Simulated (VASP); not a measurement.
**LiH: convergence with the plane-wave cutoff and smearing**

A convergence test on LiH: the plane-wave cutoff and smearing. The series runs use LDA. The plane-wave cutoff tried: ENCUT = 300; ENCUT = 370; ENCUT = 450; ENCUT = 500; ENCUT = 570; ENCUT = 650; ENCUT = 800; ENCUT = 1000. The smearing tried: ISMEAR = -1, SIGMA = 0.01; ISMEAR = -1, SIGMA = 0.05; ISMEAR = -1, SIGMA = 0.1; ISMEAR = -1, SIGMA = 0.2; ISMEAR = -1, SIGMA = 0.5; ISMEAR = 2, SIGMA = 0.01; ISMEAR = 2, SIGMA = 0.05; ISMEAR = 2, SIGMA = 0.1; ISMEAR = 2, SIGMA = 0.2; ISMEAR = 2, SIGMA = 0.5; ISMEAR = -5. The atoms of the start are displaced at random from the sites of a Fm-3m cell.

Main program and level: VASP 6.6.1; LDA; plane waves and PAW (Li_sv, H).

The database entry behind the starting cell differs from later determinations by our own check (the deuteride, about 0.2 % short), so it need not match the best structure at ambient conditions.

### Step 1. Set-up

Symmetry: Cm, No. 8, monoclinic system. That holds within 0.01 Å; VASP, at its tighter tolerance, finds 1 operation. Conventional cell: a = 4.989 Å, b = 2.880 Å, c = 2.880 Å, α = 90.00°, β = 125.26°, γ = 90.00°. Nearest to Li lie 6 H at 2.01 to 2.06 Å. Nearest to H lie 6 Li at 2.01 to 2.06 Å. Farther neighbours are not listed. That group holds within 0.01 Å; judged at 0.001 Å it is P1 (No. 1).

As a file:

```cif
data_structure
_symmetry_space_group_name_H-M 'P 1'
_symmetry_Int_Tables_number 1
_cell_length_a 2.8804
_cell_length_b 2.8804
_cell_length_c 2.8804
_cell_angle_alpha 60.000
_cell_angle_beta 60.000
_cell_angle_gamma 60.000
_cell_volume 16.90
loop_
_atom_site_label
_atom_site_type_symbol
_atom_site_fract_x
_atom_site_fract_y
_atom_site_fract_z
_atom_site_occupancy
Li1 Li 0.01223 0.99611 0.00039 1
H2 H 0.49669 0.49811 0.50465 1
```

### Step 2. Plane-wave cutoff: ENCUT = 300

The basis grows with ENCUT, and energy and stress both move with it. LDA, the lowest rung, knows the local density alone.

File INCAR:

```
SYSTEM = LiH
PREC = Accurate
ENCUT = 300
EDIFF = 1E-06
NELM = 100
ISMEAR = -1
SIGMA = 0.05
LREAL = .FALSE.
ALGO = Normal
GGA = CA
NBANDS = 8
LORBIT = 11
LWAVE = .FALSE.
LCHARG = .FALSE.
KPAR = 2
ISIF = 2
```

File POSCAR:

```
LiH
1.0
    0.0000000000      2.0367500000      2.0367500000
    2.0367500000      0.0000000000      2.0367500000
    2.0367500000      2.0367500000      0.0000000000
Li H
1 1
Direct
    0.0122290000     -0.0038920000      0.0003880000
    0.4966860000      0.4981150000      0.5046530000
```

File KPOINTS:

```
Automatic mesh
0
Gamma
8 8 8
0 0 0
```

PAW data sets: Li_sv and H (PBE family, release 64).

The run is started by

```
$ mpirun -np 2 vasp_std
```

Log:

```text
[banner, memory and clock lines left out]
running    2 mpi-ranks, on    1 nodes
 distrk:  each k-point on    1 cores,    2 groups
 distr:  one band on    1 cores,    1 groups

 POSCAR found type information on POSCAR LiH
 POSCAR found :  2 types and       2 ions
|                                                                             |
|               ----> ADVICE to this user running VASP <----                  |
|                                                                             |
|     You enforced a specific xc type in the INCAR file but a different       |
|     [... a line on the potential file left out ...]
|     I HOPE YOU KNOW WHAT YOU ARE DOING!                                     |
|                                                                             |

 LDA part: xc-table for (Slater(with rela. corr.)+CA(PZ))
 , standard interpolation
 POSCAR, INCAR and KPOINTS ok, starting setup
 FFT: planning ... GRIDC
 FFT: planning ... GRID_SOFT
 FFT: planning ... GRID
 WAVECAR not read
 entering main loop
       N       E                     dE             d eps       ncg     rms          rms(c)
DAV:   1    -0.502892119863E+01   -0.50289E+01   -0.10503E+03  4440   0.297E+02
DAV:   2    -0.707065158118E+01   -0.20417E+01   -0.20417E+01  5768   0.337E+01
DAV:   3    -0.708299899178E+01   -0.12347E-01   -0.12347E-01  4808   0.238E+00
DAV:   4    -0.708306727688E+01   -0.68285E-04   -0.68285E-04  6520   0.151E-01
DAV:   5    -0.708306748123E+01   -0.20436E-06   -0.20436E-06  4872   0.433E-03    0.324E+00
DAV:   6    -0.687532792530E+01    0.20774E+00   -0.18014E-01  4352   0.150E+00    0.168E+00
DAV:   7    -0.680718159812E+01    0.68146E-01   -0.21454E-01  4720   0.180E+00    0.275E-01
DAV:   8    -0.680759332056E+01   -0.41172E-03   -0.48922E-03  4440   0.515E-01    0.409E-02
DAV:   9    -0.680754255323E+01    0.50767E-04   -0.19637E-04  6120   0.695E-02    0.136E-02
DAV:  10    -0.680754194901E+01    0.60422E-06   -0.71460E-06  4880   0.182E-02
   1 F= -.68075419E+01 E0= -.68075419E+01  d E =-.809089E-10
```

The job ended after 6 s (2 MPI ranks of AMD EPYC 7R43, shared host; peak memory 0.15 GiB; 11 s of CPU time).

Lines that name or quote the potential files are left out of all logs, and their timing lines are given in words.

From OUTCAR (step 2):

```text
ion  position               nearest neighbor table
   1  0.012  0.996  0.000-
   2  0.497  0.498  0.505-

  LATTYP: Found a face centered cubic cell.
 ALAT       =     4.0735000000

 Subroutine GETGRP returns: Found  1 space group operations
 (whereof  1 operations were pure point group operations)

The static configuration has the point symmetry C_1 .

 Found    260 irreducible k-points:

   k-points           NKPTS =    260   k-points in BZ     NKDIM =    260   number of bands    NBANDS=      8

   dimension x,y,z NGX =    16 NGY =   16 NGZ =   16
   dimension x,y,z NGXF=    32 NGYF=   32 NGZF=   32

   ENCUT  =  300.0 eV  22.05 Ry    4.70 a.u.   4.07  4.07  4.07*2*pi/ulx,y,z

   NELECT =       4.0000    total number of electrons

 k-points in reciprocal lattice and weights: Automatic mesh
   0.00000000  0.00000000  0.00000000       0.002
   0.12500000  0.00000000  0.00000000       0.004
   0.00000000  0.12500000  0.00000000       0.004
   0.00000000  0.00000000  0.12500000       0.004
   0.12500000  0.12500000  0.12500000       0.004
   0.25000000  0.00000000  0.00000000       0.004
   0.00000000  0.25000000  0.00000000       0.004
   0.00000000  0.00000000  0.25000000       0.004
   0.25000000  0.25000000  0.25000000       0.004
[...]
0.25000000 -0.25000000  0.50000000       0.004
   0.50000000  0.25000000 -0.25000000       0.004

 average (electrostatic) potential at core
       1 -63.1125       2 -33.2239

 E-fermi :   1.0468

 k-point     1 :       0.0000    0.0000    0.0000
  band No.  band energies     occupation
      1     -43.9585      2.00000
      2      -4.7630      2.00000
      3      16.3273      0.00000
      4      16.7395      0.00000
      5      16.7418      0.00000
      6      16.9180      0.00000
      7      21.5576      0.00000
    ...

 k-point     2 :       0.1250    0.0000    0.0000
  band No.  band energies     occupation
      1     -43.9520      2.00000
      2      -4.5766      2.00000
      3      13.7442      0.00000
      4      16.0864      0.00000
      5      16.2341      0.00000
      6      16.2575      0.00000
      7      21.0892      0.00000
    ...

 k-point     3 :       0.0000    0.1250    0.0000
  band No.  band energies     occupation
      1     -43.9520      2.00000
      2      -4.5775      2.00000
      3      13.7622      0.00000
      4      15.9478      0.00000
      5      16.2348      0.00000
      6      16.3804      0.00000
      7      21.0874      0.00000
    ...

  Total       -1.1899705     -1.1864916     -1.1845692      0.0004885     -0.0011542      0.0004737
  in kB     -112.8245469   -112.4947030   -112.3124325      0.0463131     -0.1094298      0.0449147
  external PRESSURE =    -112.5438941 kB  Pullay stress =       0.0000000 kB

  energy-cutoff  :      300.00
  volume of cell :       16.90
      direct lattice vectors                 reciprocal lattice vectors
     0.000000000  2.036750000  2.036750000    -0.245489137  0.245489137  0.245489137
     2.036750000  0.000000000  2.036750000     0.245489137 -0.245489137  0.245489137
     2.036750000  2.036750000  0.000000000     0.245489137  0.245489137 -0.245489137

 POSITION                                       TOTAL-FORCE (eV/Angst)
 -----------------------------------------------------------------------------------
      2.02961      0.02570      2.05373         0.019852     -0.034888     -0.042552
      2.04239      2.03948      2.02616        -0.019852      0.034888      0.042552
 -----------------------------------------------------------------------------------
    total drift:                                0.000368      0.000934      0.000056

  FREE ENERGIE OF THE ION-ELECTRON SYSTEM (eV)
  ---------------------------------------------------
  free  energy   TOTEN  =        -6.8075419490 eV

  energy  without entropy=       -6.8075419489  energy(sigma->0) =       -6.80754195

 total charge
# of ion       s       p       d       tot
------------------------------------------
    1        2.005   0.067   0.000   2.072
    2        0.528   0.001   0.000   0.529
--------------------------------------------------
tot          2.533   0.068   0.000   2.601

[... 3 further parts left out ...]
```

The gap is read on the k-mesh alone, so it is an upper bound where the band edges lie off the mesh. The PAW data sets were made with PBE, though LDA sets exist; this is a small mismatch.

This step gave:

```
SCF cycles                     : 10
electrons                      : 4
bands                          : 8
irreducible k-points           : 260
symmetry operations            : 1
free energy (TOTEN)            : -6.808 eV
Fermi energy                   : 1.047 eV
pressure                       : -11.25 GPa
metallic                       : no
valence top at k               : 0, 0.5, 0.5
conduction bottom at k         : 0, 0.5, 0.5
least direct gap at k          : 0, 0.5, 0.5
gap on the k-mesh              : 2.412 eV
least direct gap on the k-mesh : 2.412 eV
```

The series starts at -3.4038 eV an atom and -11.25 GPa, after 10 cycles in 6 s.

### Step 3. Plane-wave cutoff: ENCUT = 370

Changes to INCAR since step 2:

```diff
@@ -2,3 +2,3 @@
 PREC = Accurate
-ENCUT = 300
+ENCUT = 370
 EDIFF = 1E-06
```

POSCAR is that of step 2.

KPOINTS is that of step 2.

The run is started by

```
$ mpirun -np 2 vasp_std
```

Log:

```text
[banner, memory and clock lines left out]
running    2 mpi-ranks, on    1 nodes
[...]
[... a notice as in an earlier step ...]

 LDA part: xc-table for (Slater(with rela. corr.)+CA(PZ))
 , standard interpolation
 POSCAR, INCAR and KPOINTS ok, starting setup
[...]
entering main loop
       N       E                     dE             d eps       ncg     rms          rms(c)
DAV:   1    -0.409056664765E+01   -0.40906E+01   -0.11716E+03  4376   0.349E+02
DAV:   2    -0.657596203828E+01   -0.24854E+01   -0.24674E+01  5928   0.377E+01
DAV:   3    -0.659364258747E+01   -0.17681E-01   -0.17681E-01  4976   0.293E+00
DAV:   4    -0.659377049583E+01   -0.12791E-03   -0.12791E-03  6504   0.192E-01
[...]
DAV:   8    -0.635872242751E+01   -0.69619E-03   -0.44058E-03  4624   0.515E-01    0.334E-02
DAV:   9    -0.635869444200E+01    0.27986E-04   -0.10569E-04  6248   0.444E-02    0.124E-02
DAV:  10    -0.635869397065E+01    0.47136E-06   -0.45951E-06  4872   0.147E-02
   1 F= -.63586940E+01 E0= -.63586940E+01  d E =-.674334E-12
```

Run time: 8.6 s. Hardware: 2 MPI ranks; peak memory 0.17 GiB; 16 s of CPU time.

Parts of OUTCAR (step 3):

```text
  Total       -0.9234683     -0.9206369     -0.9183725      0.0002767     -0.0005022      0.0003969
  in kB      -87.5567043    -87.2882479    -87.0735594      0.0262364     -0.0476142      0.0376278
  external PRESSURE =     -87.3061705 kB  Pullay stress =       0.0000000 kB

 POSITION                                       TOTAL-FORCE (eV/Angst)
 -----------------------------------------------------------------------------------
      2.02961      0.02570      2.05373         0.014439     -0.025829     -0.031340
      2.04239      2.03948      2.02616        -0.014439      0.025829      0.031340
 -----------------------------------------------------------------------------------
    total drift:                                0.000048      0.000367     -0.000002

  FREE ENERGIE OF THE ION-ELECTRON SYSTEM (eV)
  ---------------------------------------------------
  free  energy   TOTEN  =        -6.3586939706 eV

  energy  without entropy=       -6.3586939706  energy(sigma->0) =       -6.35869397

[... 1 part as in an earlier step ...]

[... 2 further parts left out ...]
[key lines of the parts left out:]
E-fermi :   1.1364
```

Against the run before the energy moves by +224.42 meV an atom and the pressure by +2.52 GPa, after 10 cycles in 8.6 s.

### Step 4. Plane-wave cutoff: ENCUT = 450

Changes to INCAR since step 3:

```diff
@@ -2,3 +2,3 @@
 PREC = Accurate
-ENCUT = 370
+ENCUT = 450
 EDIFF = 1E-06
```

POSCAR is that of step 3.

KPOINTS is that of step 3.

The run is started by

```
$ mpirun -np 2 vasp_std
```

Log:

```text
[... set-up lines as in an earlier step ...]
 entering main loop
       N       E                     dE             d eps       ncg     rms          rms(c)
DAV:   1    -0.328773714017E+01   -0.32877E+01   -0.13327E+03  4240   0.413E+02
DAV:   2    -0.647637340645E+01   -0.31886E+01   -0.31860E+01  5960   0.431E+01
DAV:   3    -0.650196974758E+01   -0.25596E-01   -0.25596E-01  4920   0.381E+00
DAV:   4    -0.650213124842E+01   -0.16150E-03   -0.16150E-03  6432   0.243E-01
[...]
DAV:   8    -0.628097509606E+01   -0.74247E-03   -0.34673E-03  4576   0.470E-01    0.341E-02
DAV:   9    -0.628094852421E+01    0.26572E-04   -0.11636E-04  6400   0.426E-02    0.934E-03
DAV:  10    -0.628094803717E+01    0.48704E-06   -0.28622E-06  4752   0.137E-02
   1 F= -.62809480E+01 E0= -.62809480E+01  d E =-.369268E-10
```

The job ended after 11 s (2 MPI ranks; peak memory 0.19 GiB).

Parts of OUTCAR (step 4):

```text
  Total       -0.5590395     -0.5555867     -0.5536144      0.0001378     -0.0000641      0.0002782
  in kB      -53.0041513    -52.6767874    -52.4897833      0.0130637     -0.0060816      0.0263733
  external PRESSURE =     -52.7235740 kB  Pullay stress =       0.0000000 kB

 POSITION                                       TOTAL-FORCE (eV/Angst)
 -----------------------------------------------------------------------------------
      2.02961      0.02570      2.05373         0.010966     -0.019909     -0.023834
      2.04239      2.03948      2.02616        -0.010966      0.019909      0.023834
 -----------------------------------------------------------------------------------
    total drift:                                0.000048     -0.000194     -0.000009

  FREE ENERGIE OF THE ION-ELECTRON SYSTEM (eV)
  ---------------------------------------------------
  free  energy   TOTEN  =        -6.2809480372 eV

  energy  without entropy=       -6.2809480371  energy(sigma->0) =       -6.28094804

[... 1 part as in an earlier step ...]

[... 2 further parts left out ...]
[key lines of the parts left out:]
E-fermi :   0.8653
```

Against the run before the energy moves by +38.87 meV an atom and the pressure by +3.46 GPa, after 10 cycles in 11 s.

### Step 5. Plane-wave cutoff: ENCUT = 500

Changes to INCAR since step 4:

```diff
@@ -2,3 +2,3 @@
 PREC = Accurate
-ENCUT = 450
+ENCUT = 500
 EDIFF = 1E-06
```

POSCAR is that of step 4.

KPOINTS is that of step 4.

The run is started by

```
$ mpirun -np 2 vasp_std
```

Log:

```text
[... set-up lines as in an earlier step ...]
 entering main loop
       N       E                     dE             d eps       ncg     rms          rms(c)
DAV:   1    -0.316677561733E+01   -0.31668E+01   -0.14081E+03  4248   0.438E+02
DAV:   2    -0.646312588610E+01   -0.32964E+01   -0.32964E+01  5864   0.445E+01
DAV:   3    -0.649793698524E+01   -0.34811E-01   -0.34811E-01  4952   0.425E+00
DAV:   4    -0.649830978750E+01   -0.37280E-03   -0.37280E-03  6512   0.319E-01
[...]
DAV:   8    -0.627871279619E+01   -0.73263E-03   -0.33909E-03  4576   0.466E-01    0.347E-02
DAV:   9    -0.627867853211E+01    0.34264E-04   -0.13813E-04  6424   0.460E-02    0.912E-03
DAV:  10    -0.627867792542E+01    0.60669E-06   -0.30105E-06  4848   0.142E-02
   1 F= -.62786779E+01 E0= -.62786779E+01  d E =-.292759E-10
```

Elapsed: 16 s, on 2 MPI ranks; peak memory 0.21 GiB; 31 s of CPU time.

Parts of OUTCAR (step 5):

```text
  Total       -0.4545685     -0.4515925     -0.4496776      0.0002154     -0.0005159      0.0002149
  in kB      -43.0989557    -42.8167884    -42.6352362      0.0204256     -0.0489110      0.0203752
  external PRESSURE =     -42.8503268 kB  Pullay stress =       0.0000000 kB

 POSITION                                       TOTAL-FORCE (eV/Angst)
 -----------------------------------------------------------------------------------
      2.02961      0.02570      2.05373         0.011503     -0.020905     -0.025027
      2.04239      2.03948      2.02616        -0.011503      0.020905      0.025027
 -----------------------------------------------------------------------------------
    total drift:                               -0.000042     -0.000191      0.000069

  FREE ENERGIE OF THE ION-ELECTRON SYSTEM (eV)
  ---------------------------------------------------
  free  energy   TOTEN  =        -6.2786779254 eV

  energy  without entropy=       -6.2786779254  energy(sigma->0) =       -6.27867793

[... 1 part as in an earlier step ...]

[... 2 further parts left out ...]
[key lines of the parts left out:]
E-fermi :   0.8639
```

Against the run before the energy moves by +1.14 meV an atom and the pressure by +0.99 GPa, after 10 cycles in 16 s.

### Step 6. Plane-wave cutoff: ENCUT = 570

Changes to INCAR since step 5:

```diff
@@ -2,3 +2,3 @@
 PREC = Accurate
-ENCUT = 500
+ENCUT = 570
 EDIFF = 1E-06
```

POSCAR is that of step 5.

KPOINTS is that of step 5.

The run is started by

```
$ mpirun -np 2 vasp_std
```

Log:

```text
[... set-up lines as in an earlier step ...]
 entering main loop
       N       E                     dE             d eps       ncg     rms          rms(c)
DAV:   1    -0.269416873635E+01   -0.26942E+01   -0.15781E+03  4200   0.486E+02
DAV:   2    -0.645328185607E+01   -0.37591E+01   -0.36764E+01  5944   0.473E+01
DAV:   3    -0.649820027565E+01   -0.44918E-01   -0.44918E-01  5056   0.495E+00
DAV:   4    -0.649854713504E+01   -0.34686E-03   -0.34686E-03  6544   0.334E-01
[...]
DAV:   8    -0.627888572454E+01   -0.74481E-03   -0.34629E-03  4560   0.480E-01    0.354E-02
DAV:   9    -0.627885010067E+01    0.35624E-04   -0.14575E-04  6456   0.484E-02    0.949E-03
DAV:  10    -0.627884944740E+01    0.65327E-06   -0.32119E-06  4912   0.149E-02
   1 F= -.62788494E+01 E0= -.62788494E+01  d E =-.377029E-10
```

Run time: 16 s. Hardware: 2 MPI ranks; peak memory 0.22 GiB.

Parts of OUTCAR (step 6):

```text
  Total       -0.4309073     -0.4279517     -0.4260566      0.0002216     -0.0005312      0.0002233
  in kB      -40.8555680    -40.5753435    -40.3956639      0.0210121     -0.0503633      0.0211745
  external PRESSURE =     -40.6088585 kB  Pullay stress =       0.0000000 kB

 POSITION                                       TOTAL-FORCE (eV/Angst)
 -----------------------------------------------------------------------------------
      2.02961      0.02570      2.05373         0.011511     -0.020931     -0.025063
      2.04239      2.03948      2.02616        -0.011511      0.020931      0.025063
 -----------------------------------------------------------------------------------
    total drift:                               -0.000055     -0.000195      0.000061

  FREE ENERGIE OF THE ION-ELECTRON SYSTEM (eV)
  ---------------------------------------------------
  free  energy   TOTEN  =        -6.2788494474 eV

  energy  without entropy=       -6.2788494474  energy(sigma->0) =       -6.27884945

[... 1 part as in an earlier step ...]

[... 2 further parts left out ...]
[key lines of the parts left out:]
E-fermi :   0.8499
```

Against the run before the energy moves by -0.09 meV an atom and the pressure by +0.22 GPa, after 10 cycles in 16 s.

(Continued in part 2 of 3.)

[Lines on the potential files, build, host, timing and source positions are cut from VASP's logs without a mark.]

[Logs are printed without paths, hosts, clocks, repeated set-up lines and the standing remarks that a program may print on its own settings, such as how far it seeks lower states.]

[Hosts, paths, dates, database ids (printed as entryN), source tags and the programs' standing remarks are cut or masked in the printed files.]

[A measured line is paired with the nearest computed mode of its activity, which favours agreement.]
